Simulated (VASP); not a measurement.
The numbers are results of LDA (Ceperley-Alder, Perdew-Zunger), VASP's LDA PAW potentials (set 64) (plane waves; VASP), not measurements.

VASP ran on this input.

INCAR:
```
ALGO = Normal
EDIFF = 1E-6
EDIFFG = -0.02
ENCUT = 500
IBRION = 2
ISIF = 3
ISMEAR = 1
LASPH = .TRUE.
LCHARG = .FALSE.
LMAXMIX = 6
LREAL = .FALSE.
LWAVE = .FALSE.
NELM = 100
NSW = 40
PREC = Accurate
PSTRESS = 50
SIGMA = 0.1
SYSTEM = AuZn
```

File KPOINTS:
```
Automatic mesh
0
Gamma
12 12 12
0 0 0
```

**POSCAR**
```
AuZn
1.0
  3.1004223482   0.0000000000   0.0000000000
  0.0000000000   3.1004223482   0.0000000000
  0.0000000000   0.0000000000   3.1004223482
Zn Au
1 1
Direct
  0.5000000000   0.5000000000   0.5000000000
  0.0000000000   0.0000000000   0.0000000000
```

POTCAR, in this order: Zn Au (LDA.64 set). Program: vasp_std.

Question: What will the output report for the number of irreducible k-points (NKPTS), largest plane-wave count, number of space-group operations, FFT grid (NGX, NGY, NGZ)?

Answer: 
```
Quantity                                       Value
--------------------------------------  ------------
number of irreducible k-points (NKPTS)            84
largest plane-wave count                         772
number of space-group operations                  48
FFT grid (NGX, NGY, NGZ)                24 × 24 × 24
```

The compound is AuZn in the CsCl type structure. This run relaxes it under an external pressure of 5 GPa. Symmetry was kept, so distortions that lower it aren't found. The electron count is odd and the run is not spin-polarised, which forces a metal.
